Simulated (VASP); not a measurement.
Calculation: PBEsol GGA, VASP's PBE PAW potentials (set 64) (plane waves; VASP).

Input for VASP

File POSCAR:
```
SnO
1
    3.8048859119     0.0000000000     0.0000000000
    0.0000000000     3.8048859119    -0.0000000000
    0.0000000000    -0.0000000000     4.7265877707
Sn O
2 2
Direct
  0.5000000000   1.0000000000   0.7555893938
  1.0000000000   0.5000000000   0.2444106062
  0.5000000000   0.5000000000   0.0000000000
  0.0000000000   0.0000000000   0.0000000000
```

File KPOINTS:
```
Regular mesh
0
Gamma
 8 8 7
```

### INCAR
```
# general
SYSTEM =SnO
PREC   =Accurate
ENCUT  =620   # plane-wave cut-off (eV)
LREAL  =.FALSE.
LASPH  =.TRUE.

# electronic loop
EDIFF  =1E-6
NELM   =100
ALGO   =Normal
LMAXMIX=4   # l cut-off of mixed one-centre charges

# smearing
ISMEAR =1
SIGMA  =0.1   # width (eV)

# functional
GGA    =PS   # PBEsol

# ions
IBRION =2
NSW    =40   # most ionic steps
ISIF   =3   # ions, shape and volume
EDIFFG =-0.02   # ionic stop
PSTRESS=50   # kbar

# output
LWAVE  =.FALSE.
LCHARG =.FALSE.
```

POTCAR, in this order: Sn_d O (PBE.64 set). Program: vasp_std.

Output

### OSZICAR
```
...
   2 F= -.22110362E+02 E0= -.22110305E+02  d E =-.249431E-01
       N       E                     dE             d eps       ncg     rms          rms(c)
DAV:   1    -0.245556938009E+02   -0.46947E+00   -0.88379E+00  3648   0.534E+01    0.382E+00
DAV:   2    -0.242351347508E+02    0.32056E+00   -0.10509E+00  3840   0.123E+01    0.132E+00
DAV:   3    -0.241839773270E+02    0.51157E-01   -0.99788E-02  3480   0.727E+00    0.500E-01
DAV:   4    -0.241749376900E+02    0.90396E-02   -0.28743E-02  3800   0.362E+00    0.109E-01
DAV:   5    -0.241746307199E+02    0.30697E-03   -0.62598E-03  4480   0.910E-01    0.485E-02
DAV:   6    -0.241743972084E+02    0.23351E-03   -0.39678E-04  4160   0.213E-01    0.257E-02
DAV:   7    -0.241743838333E+02    0.13375E-04   -0.29867E-05  4296   0.581E-02    0.133E-02
DAV:   8    -0.241743800497E+02    0.37836E-05   -0.21287E-05  3944   0.726E-02    0.256E-03
DAV:   9    -0.241743807589E+02   -0.70913E-06   -0.56763E-06  2584   0.166E-02
   3 F= -.22134680E+02 E0= -.22134582E+02  d E =-.492613E-01
       N       E                     dE             d eps       ncg     rms          rms(c)
DAV:   1    -0.243178689427E+02   -0.14349E+00   -0.11951E+01  4600   0.308E+01    0.248E+00
DAV:   2    -0.241922011240E+02    0.12567E+00   -0.58360E-01  4176   0.814E+00    0.794E-01
DAV:   3    -0.241728175254E+02    0.19384E-01   -0.44937E-02  3744   0.497E+00    0.325E-01
DAV:   4    -0.241694238340E+02    0.33937E-02   -0.13618E-02  4120   0.220E+00    0.967E-02
DAV:   5    -0.241693947538E+02    0.29080E-04   -0.40271E-03  4160   0.707E-01    0.561E-02
DAV:   6    -0.241693287889E+02    0.65965E-04   -0.42785E-04  4880   0.261E-01    0.254E-02
DAV:   7    -0.241693334362E+02   -0.46474E-05   -0.43495E-05  4128   0.659E-02    0.443E-03
DAV:   8    -0.241693331196E+02    0.31664E-06   -0.45425E-06  2960   0.210E-02
   4 F= -.22168211E+02 E0= -.22168215E+02  d E =-.335307E-01
       N       E                     dE             d eps       ncg     rms          rms(c)
DAV:   1    -0.243096555896E+02   -0.14032E+00   -0.13182E+01  4632   0.323E+01    0.262E+00
DAV:   2    -0.241702310942E+02    0.13942E+00   -0.63902E-01  4136   0.860E+00    0.844E-01
DAV:   3    -0.241483850678E+02    0.21846E-01   -0.50153E-02  3760   0.524E+00    0.346E-01
DAV:   4    -0.241445579068E+02    0.38272E-02   -0.15170E-02  4136   0.231E+00    0.102E-01
DAV:   5    -0.241445150479E+02    0.42859E-04   -0.43298E-03  4144   0.731E-01    0.575E-02
DAV:   6    -0.241444474092E+02    0.67639E-04   -0.44005E-04  4856   0.267E-01    0.274E-02
DAV:   7    -0.241444519596E+02   -0.45504E-05   -0.45221E-05  4352   0.714E-02    0.432E-03
DAV:   8    -0.241444517414E+02    0.21827E-06   -0.52018E-06  3272   0.239E-02
   5 F= -.22183377E+02 E0= -.22183294E+02  d E =-.486965E-01
       N       E                     dE             d eps       ncg     rms          rms(c)
DAV:   1    -0.241465173876E+02   -0.20654E-02   -0.10084E+00  4640   0.946E+00    0.708E-01
DAV:   2    -0.241363082135E+02    0.10209E-01   -0.45278E-02  3992   0.238E+00    0.229E-01
DAV:   3    -0.241346667500E+02    0.16415E-02   -0.38437E-03  3680   0.141E+00    0.913E-02
DAV:   4    -0.241343987865E+02    0.26796E-03   -0.11427E-03  4304   0.616E-01    0.262E-02
DAV:   5    -0.241343987079E+02    0.78608E-07   -0.29584E-04  4040   0.188E-01    0.136E-02
DAV:   6    -0.241343949013E+02    0.38066E-05   -0.25435E-05  4936   0.633E-02    0.606E-03
DAV:   7    -0.241343954019E+02   -0.50060E-06   -0.20899E-06  2336   0.195E-02
   6 F= -.22184081E+02 E0= -.22184086E+02  d E =-.494011E-01
       N       E                     dE             d eps       ncg     rms          rms(c)
DAV:   1    -0.241836116445E+02   -0.49217E-01   -0.27319E+00  3648   0.139E+01    0.142E+00
DAV:   2    -0.241516336361E+02    0.31978E-01   -0.11547E-01  3760   0.393E+00    0.801E-01
DAV:   3    -0.241377495797E+02    0.13884E-01   -0.15474E-02  4240   0.224E+00    0.273E-01
DAV:   4    -0.241363924830E+02    0.13571E-02   -0.51748E-03  4128   0.908E-01    0.643E-02
DAV:   5    -0.241364319763E+02   -0.39493E-04   -0.10252E-03  3888   0.448E-01    0.300E-02
DAV:   6    -0.241364192996E+02    0.12677E-04   -0.13136E-04  4368   0.121E-01    0.101E-02
DAV:   7    -0.241364195628E+02   -0.26317E-06   -0.10264E-05  3352   0.295E-02    0.246E-03
DAV:   8    -0.241364193617E+02    0.20114E-06   -0.56864E-07  1584   0.139E-02
   7 F= -.22194197E+02 E0= -.22194091E+02  d E =-.101158E-01
       N       E                     dE             d eps       ncg     rms          rms(c)
DAV:   1    -0.241641567342E+02   -0.27737E-01   -0.18065E+00  3640   0.114E+01    0.116E+00
DAV:   2    -0.241427137410E+02    0.21443E-01   -0.77234E-02  3744   0.332E+00    0.653E-01
DAV:   3    -0.241335021117E+02    0.92116E-02   -0.10379E-02  4272   0.191E+00    0.225E-01
DAV:   4    -0.241325787560E+02    0.92336E-03   -0.36480E-03  4184   0.746E-01    0.531E-02
DAV:   5    -0.241326051767E+02   -0.26421E-04   -0.70158E-04  3824   0.379E-01    0.252E-02
DAV:   6    -0.241325963306E+02    0.88460E-05   -0.89783E-05  4328   0.996E-02    0.864E-03
DAV:   7    -0.241325964835E+02   -0.15281E-06   -0.71439E-06  3264   0.250E-02
   8 F= -.22197190E+02 E0= -.22196941E+02  d E =-.131087E-01
       N       E                     dE             d eps       ncg     rms          rms(c)
DAV:   1    -0.241323786779E+02    0.21765E-03   -0.44486E-02  3832   0.180E+00    0.182E-01
DAV:   2    -0.241318258523E+02    0.55283E-03   -0.16721E-03  3720   0.565E-01    0.102E-01
DAV:   3    -0.241315992824E+02    0.22657E-03   -0.26869E-04  4120   0.305E-01    0.338E-02
DAV:   4    -0.241315800783E+02    0.19204E-04   -0.93464E-05  4272   0.104E-01    0.830E-03
DAV:   5    -0.241315810946E+02   -0.10163E-05   -0.15271E-05  3880   0.590E-02    0.399E-03
DAV:   6    -0.241315808157E+02    0.27888E-06   -0.17656E-06  1656   0.158E-02
   9 F= -.22197257E+02 E0= -.22196990E+02  d E =-.131755E-01
       N       E                     dE             d eps       ncg     rms          rms(c)
DAV:   1    -0.241313221968E+02    0.25890E-03   -0.42745E-03  3872   0.559E-01    0.564E-02
DAV:   2    -0.241312675404E+02    0.54656E-04   -0.15713E-04  3720   0.173E-01    0.313E-02
DAV:   3    -0.241312459737E+02    0.21567E-04   -0.25536E-05  4112   0.934E-02    0.106E-02
DAV:   4    -0.241312442210E+02    0.17527E-05   -0.86526E-06  4040   0.326E-02    0.251E-03
DAV:   5    -0.241312444511E+02   -0.23006E-06   -0.12409E-06  1624   0.185E-02
  10 F= -.22197256E+02 E0= -.22196984E+02  d E =-.131749E-01
       N       E                     dE             d eps       ncg     rms          rms(c)
DAV:   1    -0.241288565503E+02    0.23877E-02   -0.11430E-01  4456   0.324E+00    0.194E-01
DAV:   2    -0.241283600014E+02    0.49655E-03   -0.46355E-03  3952   0.639E-01    0.687E-02
DAV:   3    -0.241282602884E+02    0.99713E-04   -0.28798E-04  3608   0.346E-01    0.302E-02
DAV:   4    -0.241282416552E+02    0.18633E-04   -0.89913E-05  4272   0.163E-01    0.849E-03
DAV:   5    -0.241282424909E+02   -0.83566E-06   -0.20300E-05  4136   0.488E-02    0.450E-03
DAV:   6    -0.241282428462E+02   -0.35530E-06   -0.98107E-07  1608   0.113E-02
  11 F= -.22197194E+02 E0= -.22196908E+02  d E =0.626405E-04
       N       E                     dE             d eps       ncg     rms          rms(c)
DAV:   1    -0.241302876744E+02   -0.20452E-02   -0.38769E-02  4464   0.191E+00    0.113E-01
DAV:   2    -0.241301233451E+02    0.16433E-03   -0.15700E-03  3960   0.373E-01    0.399E-02
DAV:   3    -0.241300893291E+02    0.34016E-04   -0.97270E-05  3616   0.199E-01    0.176E-02
DAV:   4    -0.241300808311E+02    0.84980E-05   -0.30251E-05  4280   0.946E-02    0.485E-03
DAV:   5    -0.241300799961E+02    0.83505E-06   -0.66748E-06  3688   0.281E-02
  12 F= -.22197326E+02 E0= -.22197047E+02  d E =-.692319E-04
```

**OUTCAR**
```
------------------------ aborting loop because EDIFF is reached ----------------------------------------
  FORCE on cell =-STRESS in cart. coord.  units (eV):
  Direction    XX          YY          ZZ          XY          YZ          ZX
  --------------------------------------------------------------------------------------
  Total        1.9671866      1.9671866      1.9520396      0.0000000      0.0000000      0.0000000
  in kB       50.8907547     50.8907547     50.4989045      0.0000000      0.0000000      0.0000000
  external PRESSURE =       0.7601380 kB  Pullay stress =      50.0000000 kB
  volume of cell :       61.93
      direct lattice vectors                 reciprocal lattice vectors
     3.739242567  0.000000000  0.000000000     0.267433840  0.000000000  0.000000000
     0.000000000  3.739242567 -0.000000000     0.000000000  0.267433840  0.000000000
     0.000000000 -0.000000000  4.429451693     0.000000000  0.000000000  0.225761577
 POSITION                                       TOTAL-FORCE (eV/Angst)
 -----------------------------------------------------------------------------------
      1.86962     -0.00000      3.26818        -0.000000     -0.000000      0.009665
      0.00000      1.86962      1.16127         0.000000      0.000000     -0.009665
      1.86962      1.86962      4.42945        -0.000000      0.000000      0.000000
      0.00000      0.00000     -0.00000         0.000000     -0.000000      0.000000
 -----------------------------------------------------------------------------------
    total drift:                                0.000000      0.000000      0.000000
  FREE ENERGIE OF THE ION-ELECTRON SYSTEM (eV)
  ---------------------------------------------------
  free  energy   TOTEN  =       -24.1300799961 eV

  energy  without entropy=      -24.1292438767  energy(sigma->0) =      -24.12980129
  enthalpy is  TOTEN    =       -22.1973256002 eV   P V=        1.9327543958

 reached required accuracy - stopping structural energy minimisation
```
(Selected blocks of OUTCAR.)

### CONTCAR
```
SnO
   1.00000000000000
     3.7392425671372136    0.0000000000000000    0.0000000000000000
     0.0000000000000000    3.7392425671372136   -0.0000000000000000
     0.0000000000000000   -0.0000000000000000    4.4294516929474810
  Sn              O
     2     2
Direct
     0.5000000000000000    0.0000000000000000    0.7378289400395910
     0.0000000000000000    0.5000000000000000    0.2621710599604087
     0.5000000000000000    0.5000000000000000    1.0000000000000000
     0.0000000000000000    0.0000000000000000    0.0000000000000000
```

Energy and stress use the plane-wave basis of the starting cell. Without a dispersion term in the relaxation, distances and binding between the weakly bound layers, chains or molecules are unreliable, and so is what depends on them.

The compound is SnO in the litharge structure. This run relaxes it under an external pressure of 5 GPa. Symmetry was kept, so distortions that lower it aren't found.
